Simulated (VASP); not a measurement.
Consider the following.

```xyz
1
Lattice="-1.5428 1.5428 1.5428 1.5428 -1.5428 1.5428 1.5428 1.5428 -1.5428" Properties=species:S:1:pos:R:3 pbc="T T T"
Re     0.0000     0.0000     0.0000
```

These are PBEsol GGA, VASP's PBE PAW potentials (set 64) (plane waves; VASP) values and carry that method's errors. Numerical set-up: 400 eV cut-off, Gaussian smearing of 0.050 eV, potentials Re.

Task: Give the energies of bands 1 to 6 at the high-symmetry points, in eV from the Fermi level.

Result: 
```csv
band,Γ,H,N,P
1,-10.85,-7.21,-7.59,-4.28
2,-2.74,-7.21,-5.03,-4.28
3,-2.74,3.59,-0.04,-4.28
4,-2.74,3.59,0.63,1.68
5,0.74,3.59,1.53,1.68
6,0.74,7.99,4.54,6.17
```

It has no gap at this level: it comes out as a metal or semimetal.

The structure was generated: Re was put into the bcc type (Im-3m), which need not be its known phase. It was relaxed first.
